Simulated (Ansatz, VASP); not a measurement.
# Sb (Antimony) in two plane-wave programs, part 2 of 2

Wanted: the spread between two codes on one cell, functional and k mesh. The structure shown comes from an earlier Ansatz run, which isn't shown and may have moved the atoms alone.

VASP 6.6.1 and Ansatz 0.2.0.

So far: The structure; Ansatz: elastic constants, PBEsol.

### Step 3. VASP: elastic constants, PBEsol

Level of this step: PBEsol; plane waves and PAW (Sb) (VASP).

The same cell, functional, mesh and smearing now go to VASP, with its own data sets.

Lines of VASP's logs that name or quote its potential files are left out, and so is its time.

INCAR reads:

```
SYSTEM = Sb
PREC = Accurate
ENCUT = 500
EDIFF = 1E-08
NELM = 120
ISMEAR = 0
SIGMA = 0.1
LREAL = .FALSE.
ALGO = Normal
GGA = PS
NBANDS = 11
LORBIT = 11
LWAVE = .FALSE.
LCHARG = .FALSE.
ISIF = 3
IBRION = 6
NFREE = 2
POTIM = 0.015
NSW = 1
LASPH = .TRUE.
GGA_COMPAT = .FALSE.
KPAR = 2
```

POSCAR reads:

```
Sb
1.0
    2.1610267054      1.2476693501      3.6868246378
   -2.1610267054      1.2476693501      3.6868246378
    0.0000000000     -2.4953387002      3.6868246378
Sb
2
Direct
    0.2356942010      0.2356942010      0.2356942010
    0.7643057990      0.7643057990      0.7643057990
```

KPOINTS reads:

```
Automatic mesh
0
Gamma
12 12 12
0 0 0
```

Potentials, in the order of the species: Sb (PBE family, release 64).

Launch:

```bash
mpirun -np 2 vasp_std
```

Numbers of over 12 decimals in the logs are rounded to 6 here.

The program printed:

```text
[banner, memory and clock lines left out]
running    2 mpi-ranks, on    1 nodes
 distrk:  each k-point on    1 cores,    2 groups
 distr:  one band on    1 cores,    1 groups

 POSCAR found type information on POSCAR Sb
 POSCAR found :  1 types and       2 ions
|                                                                             |
|               ----> ADVICE to this user running VASP <----                  |
|                                                                             |
|     You enforced a specific xc type in the INCAR file but a different       |
|     [... a line on the potential file left out ...]
|     I HOPE YOU KNOW WHAT YOU ARE DOING!                                     |
|                                                                             |

 LDA part: xc-table for (Slater+PW92), standard interpolation
 POSCAR, INCAR and KPOINTS ok, starting setup
 FFT: planning ... GRIDC
 FFT: planning ... GRID_SOFT
 FFT: planning ... GRID
 WAVECAR not read
 entering main loop
       N       E                     dE             d eps       ncg     rms          rms(c)
DAV:   1     0.341381675331E+02    0.34138E+02   -0.35636E+03  4158   0.695E+02
DAV:   2    -0.724601847511E+01   -0.41384E+02   -0.40003E+02  5478   0.112E+02
DAV:   3    -0.911327623418E+01   -0.18673E+01   -0.18257E+01  5078   0.265E+01
DAV:   4    -0.913205796167E+01   -0.18782E-01   -0.18764E-01  4662   0.301E+00
DAV:   5    -0.913226247428E+01   -0.20451E-03   -0.20451E-03  4831   0.366E-01    0.289E+00
DAV:   6    -0.912323423800E+01    0.90282E-02   -0.20740E-03  4694   0.281E-01    0.173E+00
DAV:   7    -0.911763154191E+01    0.56027E-02   -0.51435E-03  4599   0.433E-01    0.575E-02
DAV:   8    -0.911766442378E+01   -0.32882E-04   -0.11712E-04  4698   0.769E-02    0.169E-02
DAV:   9    -0.911767174892E+01   -0.73251E-05   -0.13629E-05  4725   0.234E-02    0.504E-03
DAV:  10    -0.911767127059E+01    0.47833E-06   -0.16739E-06  4718   0.728E-03    0.917E-04
DAV:  11    -0.911767136959E+01   -0.99000E-07   -0.14748E-07  4740   0.241E-03    0.465E-04
DAV:  12    -0.911767140565E+01   -0.36054E-07   -0.14074E-08  3777   0.672E-04    0.916E-05
DAV:  13    -0.911767141287E+01   -0.72254E-08   -0.14730E-09  2370   0.265E-04
   1 F= -.91176714E+01 E0= -.91173738E+01  d E =-.595259E-03
[... from here on, the cycles between the ionic steps are left out ...]
   2 F= -.91140761E+01 E0= -.91137473E+01  d E =-.657513E-03
   3 F= -.91117903E+01 E0= -.91113940E+01  d E =-.792501E-03
   8 F= -.91160467E+01 E0= -.91157129E+01  d E =-.667484E-03
   9 F= -.91160467E+01 E0= -.91157129E+01  d E =-.667478E-03
  10 F= -.91150611E+01 E0= -.91147313E+01  d E =-.659523E-03
  11 F= -.91150502E+01 E0= -.91147124E+01  d E =-.675502E-03
  12 F= -.91150534E+01 E0= -.91147197E+01  d E =-.667510E-03
  13 F= -.91150534E+01 E0= -.91147197E+01  d E =-.667513E-03
  14 F= -.91174376E+01 E0= -.91171409E+01  d E =-.593372E-03
  15 F= -.91174376E+01 E0= -.91171409E+01  d E =-.593373E-03
  16 F= -.91178834E+01 E0= -.91175376E+01  d E =-.691464E-03
 Finite differences progress:
  Degree of freedom:   8/  8
  Displacement:        1/  2
  Total:              15/ 16
 bond charge predicted
       N       E                     dE             d eps       ncg     rms          rms(c)
DAV:   1    -0.911596350581E+01    0.19199E-02   -0.23900E-01  4221   0.275E+00    0.102E-01
DAV:   2    -0.911642611602E+01   -0.46261E-03   -0.56995E-03  4756   0.560E-01    0.355E-02
DAV:   3    -0.911641152283E+01    0.14593E-04   -0.91327E-05  4730   0.705E-02    0.160E-02
DAV:   4    -0.911641122088E+01    0.30195E-06   -0.10866E-05  4776   0.183E-02    0.502E-03
DAV:   5    -0.911641146404E+01   -0.24315E-06   -0.84175E-07  4638   0.573E-03    0.701E-04
DAV:   6    -0.911641145567E+01    0.83616E-08   -0.44924E-08  4749   0.139E-03
  17 F= -.91164115E+01 E0= -.91161444E+01  d E =-.534113E-03
 Finite differences progress:
  Degree of freedom:   8/  8
  Displacement:        2/  2
  Total:              16/ 16
```

OUTCAR, selected parts (step 3):

```text
ion  position               nearest neighbor table
   1  0.236  0.236  0.236-   2 2.93   2 2.93   2 2.93   2 3.30   2 3.30   2 3.30
   2  0.764  0.764  0.764-   1 2.93   1 2.93   1 2.93   1 3.30   1 3.30   1 3.30

  LATTYP: Found a trigonal (rhomboedric) cell.
 ALAT       =     4.4518974762
 COS(alpha) =     0.5287406774

 Subroutine GETGRP returns: Found 12 space group operations
 (whereof 12 operations were pure point group operations)

The static configuration has the point symmetry D_3d.

 Found    189 irreducible k-points:

   k-points           NKPTS =    189   k-points in BZ     NKDIM =    189   number of bands    NBANDS=     11

   dimension x,y,z NGX =    32 NGY =   32 NGZ =   32
   dimension x,y,z NGXF=    64 NGYF=   64 NGZF=   64

   ENCUT  =  500.0 eV  36.75 Ry    6.06 a.u.   8.12  8.12  8.12*2*pi/ulx,y,z

   NELECT =      10.0000    total number of electrons

 k-points in reciprocal lattice and weights: Automatic mesh
   0.00000000  0.00000000  0.00000000       0.001
   0.08333333 -0.00000000  0.00000000       0.003
   0.16666667 -0.00000000  0.00000000       0.003
   0.25000000 -0.00000000  0.00000000       0.003
   0.33333333 -0.00000000  0.00000000       0.003
   0.41666667 -0.00000000  0.00000000       0.003
   0.50000000 -0.00000000  0.00000000       0.002
   0.08333333  0.08333333  0.00000000       0.003
   0.16666667  0.08333333  0.00000000       0.007
[...]
-0.41666667  0.50000000  0.41666667       0.003
   0.50000000  0.50000000  0.50000000       0.001

 average (electrostatic) potential at core
       1 -85.5436       2 -85.5436

 E-fermi :   7.2112

 k-point     1 :       0.0000    0.0000    0.0000
  band No.  band energies     occupation
      1      -5.5116      2.00000
      2       2.5545      2.00000
      3       5.3148      2.00000
      4       5.4260      2.00000
      5       5.4260      2.00000
      6       9.4924      0.00000
      7      10.0502      0.00000
      8      10.0502      0.00000
      9      12.2160      0.00000
     10      12.2160      0.00000
    ...

 k-point     2 :       0.0833   -0.0000    0.0000
  band No.  band energies     occupation
      1      -5.4344      2.00000
      2       2.1737      2.00000
      3       5.3321      2.00000
      4       5.4144      2.00000
      5       5.6112      2.00000
      6       9.4213      0.00000
      7       9.8315      0.00000
      8       9.8400      0.00000
      9      11.9045      0.00000
     10      12.2344      0.00000
    ...

 k-point     3 :       0.1667   -0.0000    0.0000
  band No.  band energies     occupation
      1      -5.2039      2.00000
      2       1.3029      2.00000
      3       5.3434      2.00000
      4       5.3898      2.00000
      5       5.9715      2.00000
      6       9.0903      0.00000
      7       9.3075      0.00000
      8       9.3125      0.00000
      9      11.7380      0.00000
     10      12.3403      0.00000
    ...

  Total        0.1299686      0.1299686      0.1452024      0.0000000      0.0000000      0.0000000
  in kB        3.4912876      3.4912876      3.9005069      0.0000000      0.0000000      0.0000000
  external PRESSURE =       3.6276940 kB  Pullay stress =       0.0000000 kB

  energy-cutoff  :      500.00
  volume of cell :       59.64
      direct lattice vectors                 reciprocal lattice vectors
     2.161026705  1.247669350  3.686824638     0.231371504  0.133582400  0.090412039
    -2.161026705  1.247669350  3.686824638    -0.231371504  0.133582400  0.090412039
     0.000000000 -2.495338700  3.686824638     0.000000000 -0.267164801  0.090412039

 POSITION                                       TOTAL-FORCE (eV/Angst)
 -----------------------------------------------------------------------------------
      0.00000      0.00000      2.59189         0.000000      0.000000      0.120520
      0.00000      0.00000      8.45358         0.000000      0.000000     -0.120520
 -----------------------------------------------------------------------------------
    total drift:                               -0.000000      0.000000      0.000107

  FREE ENERGIE OF THE ION-ELECTRON SYSTEM (eV)
  ---------------------------------------------------
  free  energy   TOTEN  =        -9.1164114557 eV

  energy  without entropy=       -9.1158773428  energy(sigma->0) =       -9.11614440

  SYMMETRIZED ELASTIC MODULI (kBar)
 Direction    XX          YY          ZZ          XY          YZ          ZX
 --------------------------------------------------------------------------------
 XX        1130.0332    352.0817    421.6826      0.0000   -291.1206      0.0000
 YY         352.0817   1130.0332    421.6826      0.0000    291.1206      0.0000
 ZZ         421.6826    421.6826    764.8348      0.0000      0.0000      0.0000
 XY           0.0000      0.0000      0.0000    388.9758      0.0000   -291.1205
 YZ        -291.1206    291.1206      0.0000      0.0000    624.0315      0.0000
 ZX           0.0000      0.0000      0.0000   -291.1205      0.0000    624.0314
 --------------------------------------------------------------------------------

 Eigenvectors and eigenvalues of the dynamical matrix
 ----------------------------------------------------

   1 f  =    4.323374 THz    27.164561 2PiTHz  144.212240 cm-1    17.880031 meV
             X         Y         Z           dx          dy          dz
      0.000000  0.000000  2.606890     0.000000    0.000000   -0.707107
      0.000000  0.000000  8.453584     0.000000    0.000000    0.707107

   2 f  =    2.893013 THz    18.177335 2PiTHz   96.500516 cm-1    11.964534 meV
             X         Y         Z           dx          dy          dz
      0.000000  0.000000  2.606890     0.000000    0.707107    0.000000
      0.000000  0.000000  8.453584     0.000000   -0.707107    0.000000

   3 f  =    2.893013 THz    18.177335 2PiTHz   96.500516 cm-1    11.964534 meV
             X         Y         Z           dx          dy          dz
      0.000000  0.000000  2.606890    -0.707107    0.000000    0.000000
      0.000000  0.000000  8.453584     0.707107    0.000000    0.000000

   4 f  =    0.000000 THz     0.000000 2PiTHz    0.000000 cm-1     0.000000 meV
             X         Y         Z           dx          dy          dz
      0.000000  0.000000  2.606890    -0.701912   -0.085553   -0.000000
      0.000000  0.000000  8.453584    -0.701912   -0.085553    0.000000

   5 f  =    0.000000 THz     0.000000 2PiTHz    0.000000 cm-1     0.000000 meV
             X         Y         Z           dx          dy          dz
      0.000000  0.000000  2.606890     0.000000   -0.000000    0.707107
      0.000000  0.000000  8.453584     0.000000    0.000000    0.707107

   6 f/i=    0.000000 THz     0.000000 2PiTHz    0.000001 cm-1     0.000000 meV
             X         Y         Z           dx          dy          dz
      0.000000  0.000000  2.606890    -0.085553    0.701912    0.000000
      0.000000  0.000000  8.453584    -0.085553    0.701912    0.000000

 ELASTIC MODULI CONTR FROM IONIC RELAXATION (kBar)
 Direction    XX          YY          ZZ          XY          YZ          ZX
 --------------------------------------------------------------------------------
 XX         -94.0607    -76.0743   -137.0892     -0.0000     41.9497      0.0000
 YY         -76.0743    -94.0607   -137.0892      0.0000    -41.9497     -0.0000
 ZZ        -137.0892   -137.0892   -220.9238      0.0000     -0.0000     -0.0000
 XY          -0.0000      0.0000      0.0000     -8.9932      0.0000     41.9497
 YZ          41.9497    -41.9497     -0.0000      0.0000   -195.6787     -0.0000
 ZX           0.0000     -0.0000     -0.0000     41.9497     -0.0000   -195.6786
 --------------------------------------------------------------------------------

 TOTAL ELASTIC MODULI (kBar)
 Direction    XX          YY          ZZ          XY          YZ          ZX
 --------------------------------------------------------------------------------
 XX        1035.9725    276.0074    284.5935     -0.0000   -249.1708      0.0000
 YY         276.0074   1035.9725    284.5935      0.0000    249.1708     -0.0000
 ZZ         284.5935    284.5935    543.9111      0.0000     -0.0000     -0.0000
 XY          -0.0000      0.0000      0.0000    379.9825      0.0000   -249.1708
 YZ        -249.1708    249.1708     -0.0000      0.0000    428.3528     -0.0000
 ZX           0.0000     -0.0000     -0.0000   -249.1708     -0.0000    428.3528
 --------------------------------------------------------------------------------

 total charge
# of ion       s       p       d       tot
------------------------------------------
    1        1.215   1.147   0.036   2.398
    2        1.215   1.147   0.036   2.398
--------------------------------------------------
tot          2.430   2.294   0.073   4.796

[... 3 further parts left out ...]
```

Levels, forces or a CONTCAR printed for this step are those of its last displaced cell, not of the structure at rest.

### Step 4. Comparison

Known differences besides the potentials themselves: the data sets hold 30 valence electrons in Ansatz (on its default PAW (the set named soft_2) files) and 10 in VASP; the cutoff is 420 eV in Ansatz and 500 eV in VASP; Ansatz makes its cores anew for this functional, VASP keeps those of its PBE data sets; VASP takes each elastic constant from one size of strain, Ansatz from those that its log lists. Total energies have different zeros and are not compared.

Compared:

```
 quantity  Ansatz   VASP  difference
C11 (GPa)   103.1  103.6     -0.52 %
C22 (GPa)   103.1  103.6     -0.52 %
C33 (GPa)    53.9   54.4     -0.87 %
C12 (GPa)    27.7   27.6     +0.24 %
C13 (GPa)    27.6   28.5     -3.01 %
C23 (GPa)    27.6   28.5     -3.01 %
C44 (GPa)    42.6   42.8     -0.55 %
C55 (GPa)    42.6   42.8     -0.55 %
C66 (GPa)    37.7   38.0     -0.79 %
```

### Step 5. What came out

| Item | Value |
| --- | --- |
| difference in C13 (elastic constants, PBEsol) | -3.0 % |

In words: The difference in C13 is -3.0 % (elastic constants, PBEsol), within the 5 % picked in this series as the mark of a large difference. The data sets hold unlike numbers of valence electrons (30 in Ansatz and 10 in VASP), so part of the differences comes from the potentials. How closely two codes agree says nothing of how well the functional describes the real material.

[Lines on the potential files, build, host, timing and source positions are cut from VASP's logs without a mark.]

[Logs are printed without paths, hosts, clocks, repeated set-up lines and the standing remarks that a program may print on its own settings, such as how far it seeks lower states.]

[Hosts, paths, dates, database ids (printed as entryN), source tags and the programs' standing remarks are cut or masked in the printed files.]
